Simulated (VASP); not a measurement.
Output of a VASP run:

### OUTCAR
```
 ion  position               nearest neighbor table
   1  0.000  0.000  0.000-   2 1.87   2 1.87   2 1.87   2 1.87
   2  0.250  0.250  0.250-   1 1.87   1 1.87   1 1.87   1 1.87
  LATTYP: Found a face centered cubic cell.
 ALAT       =     4.3189223608
 Subroutine PRICEL returns:
 Original cell was already a primitive cell.
 Subroutine GETGRP returns: Found 24 space group operations
The static configuration has the point symmetry T_d .
The dynamic configuration has the point symmetry T_d .
 Subroutine INISYM returns: Found 24 space group operations
 Subroutine IBZKPT returns following result:
 Found     47 irreducible k-points:

 Following reciprocal coordinates:
            Coordinates               Weight
  0.000000  0.000000  0.000000      1.000000
  0.100000  0.000000  0.000000      8.000000
  0.200000  0.000000  0.000000      8.000000
  0.300000  0.000000  0.000000      8.000000
  0.400000  0.000000  0.000000      8.000000
  0.500000  0.000000  0.000000      4.000000
  0.100000  0.100000  0.000000      6.000000
  0.200000  0.100000  0.000000     24.000000
  0.300000  0.100000  0.000000     24.000000
  0.400000  0.100000  0.000000     24.000000
  0.500000  0.100000  0.000000     24.000000
 -0.400000  0.100000  0.000000     24.000000
 -0.300000  0.100000  0.000000     24.000000
 -0.200000  0.100000  0.000000     24.000000
 -0.100000  0.100000  0.000000     12.000000
  0.200000  0.200000  0.000000      6.000000
  0.300000  0.200000  0.000000     24.000000
  0.400000  0.200000  0.000000     24.000000
  0.500000  0.200000  0.000000     24.000000
 -0.400000  0.200000  0.000000     24.000000
 -0.300000  0.200000  0.000000     24.000000
 -0.200000  0.200000  0.000000     12.000000
  0.300000  0.300000  0.000000      6.000000
  0.400000  0.300000  0.000000     24.000000
  0.500000  0.300000  0.000000     24.000000
 -0.400000  0.300000  0.000000     24.000000
 -0.300000  0.300000  0.000000     12.000000
  0.400000  0.400000  0.000000      6.000000
  0.500000  0.400000  0.000000     24.000000
 -0.400000  0.400000  0.000000     12.000000
  0.500000  0.500000  0.000000      3.000000
  0.300000  0.200000  0.100000     24.000000
  0.400000  0.200000  0.100000     48.000000
  0.500000  0.200000  0.100000     48.000000
 -0.400000  0.200000  0.100000     24.000000
  0.400000  0.300000  0.100000     24.000000
  0.500000  0.300000  0.100000     48.000000
 -0.400000  0.300000  0.100000     48.000000
 -0.300000  0.300000  0.100000     48.000000
 -0.200000  0.300000  0.100000     24.000000
   k-points           NKPTS =     47   k-points in BZ     NKDIM =     47   number of bands    NBANDS=      8
   number of dos      NEDOS =    301   number of ions     NIONS =      2
   total plane-waves  NPLWV =  13824
   dimension x,y,z NGX =    24 NGY =   24 NGZ =   24
   dimension x,y,z NGXF=    48 NGYF=   48 NGZF=   48
   ions per type =               1   1
   PREC   = accura    normal or accurate (medium, high low for compatibility)
   ISTART =      0    job   : 0-new  1-cont  2-samecut
   ICHARG =      2    charge: 1-file 2-atom 10-const
   ISPIN  =      1    spin polarized calculation?
   LNONCOLLINEAR =      F non collinear calculations
   LSORBIT =      F    spin-orbit coupling
   INIWAV =      1    electr: 0-lowe 1-rand  2-diag
   ENCUT  =  600.0 eV  44.10 Ry    6.64 a.u.   6.10  6.10  6.10*2*pi/ulx,y,z
   NELM   =    100;   NELMIN=  2; NELMDL= -5     # of ELM steps
   EDIFF  = 0.1E-06   stopping-criterion for ELM
   LREAL  =      F    real-space projection
   NLSPLINE    = F    spline interpolate recip. space projectors
   LMAXMIX     =    2 max onsite mixed and CHGCAR
   VOSKOWN=      0    Vosko Wilk Nusair interpolation
   EDIFFG = -.1E-01   stopping-criterion for IOM
   NSW    =     40    number of steps for IOM
   NBLOCK =      1;   KBLOCK =     40    inner block; outer block
   IBRION =      2    ionic relax: 0-MD 1-quasi-New 2-CG
...
```

OSZICAR:
```
       N       E                     dE             d eps       ncg     rms          rms(c)
DAV:   1     0.109781581273E+02    0.10978E+02   -0.45913E+03   752   0.102E+03
DAV:   2    -0.142474550881E+02   -0.25226E+02   -0.23890E+02  1184   0.123E+02
DAV:   3    -0.144870394669E+02   -0.23958E+00   -0.23958E+00   880   0.155E+01
DAV:   4    -0.144875104441E+02   -0.47098E-03   -0.47098E-03  1208   0.705E-01
DAV:   5    -0.144875105915E+02   -0.14740E-06   -0.14740E-06   912   0.112E-02    0.870E+00
DAV:   6    -0.135895048587E+02    0.89801E+00   -0.20567E+00   864   0.835E+00    0.466E+00
DAV:   7    -0.134355349413E+02    0.15397E+00   -0.46971E-01  1152   0.419E+00    0.138E+00
DAV:   8    -0.134248905927E+02    0.10644E-01   -0.32165E-02   800   0.130E+00    0.239E-01
DAV:   9    -0.134250067604E+02   -0.11617E-03   -0.47973E-04  1104   0.218E-01    0.141E-01
DAV:  10    -0.134250484430E+02   -0.41683E-04   -0.10504E-04   784   0.770E-02    0.206E-02
DAV:  11    -0.134250521599E+02   -0.37169E-05   -0.39323E-06  1152   0.180E-02    0.300E-02
DAV:  12    -0.134250524397E+02   -0.27978E-06   -0.11604E-06   840   0.693E-03    0.780E-03
DAV:  13    -0.134250524348E+02    0.49182E-08   -0.16380E-08   512   0.131E-03
   1 F= -.96538758E+01 E0= -.96538758E+01  d E =-.965388E+01
```

**OUTCAR**
```
------------------------ aborting loop because EDIFF is reached ----------------------------------------
  FORCE on cell =-STRESS in cart. coord.  units (eV):
  Direction    XX          YY          ZZ          XY          YZ          ZX
  --------------------------------------------------------------------------------------
  Total        3.7685564      3.7685564      3.7685564     -0.0000000      0.0000000      0.0000000
  in kB      299.7915625    299.7915625    299.7915625     -0.0000000      0.0000000      0.0000000
  external PRESSURE =      -0.2084375 kB  Pullay stress =     300.0000000 kB
  volume of cell :       20.14
      direct lattice vectors                 reciprocal lattice vectors
     0.000000000  2.159461180  2.159461180    -0.231539240  0.231539240  0.231539240
     2.159461180  0.000000000  2.159461180     0.231539240 -0.231539240  0.231539240
     2.159461180  2.159461180  0.000000000     0.231539240  0.231539240 -0.231539240
  FREE ENERGIE OF THE ION-ELECTRON SYSTEM (eV)
  ---------------------------------------------------
  free  energy   TOTEN  =       -13.4250524348 eV

  energy  without entropy=      -13.4250524348  energy(sigma->0) =      -13.42505243
  enthalpy is  TOTEN    =        -9.6538758207 eV   P V=        3.7711766141

 reached required accuracy - stopping structural energy minimisation
```
(Selected blocks of OUTCAR.)

POSCAR:
```
BP
1
   -0.0000000000     2.1594611804     2.1594611804
    2.1594611804     0.0000000000     2.1594611804
    2.1594611804     2.1594611804    -0.0000000000
B P
1 1
Direct
  0.0000000000   0.0000000000   0.0000000000
  0.2500000000   0.2500000000   0.2500000000
```

Reconstruct the remaining input files.

Several could match; the one computed here: the input of the run itself, PBEsol GGA, plane waves, VASP's PBE PAW potentials (set 64).

File KPOINTS:
```
Automatic mesh
0
Gamma
10 10 10
0 0 0
```

### INCAR
```
SYSTEM = BP
PREC = Accurate; ENCUT = 600; LREAL = .FALSE.
LASPH = .TRUE.
EDIFF = 1E-7; NELM = 100; ALGO = Normal
ISMEAR = 0; SIGMA = 0.05
GGA = PS
IBRION = 2; NSW = 40; ISIF = 3
EDIFFG = -0.01; PSTRESS = 300
LWAVE = .FALSE.; LCHARG = .FALSE.
```

POTCAR, in this order: B P (PBE.64 set). Program: vasp_std.

The compound is BP in the zinc blende structure. It was relaxed first under an external pressure of 30 GPa.
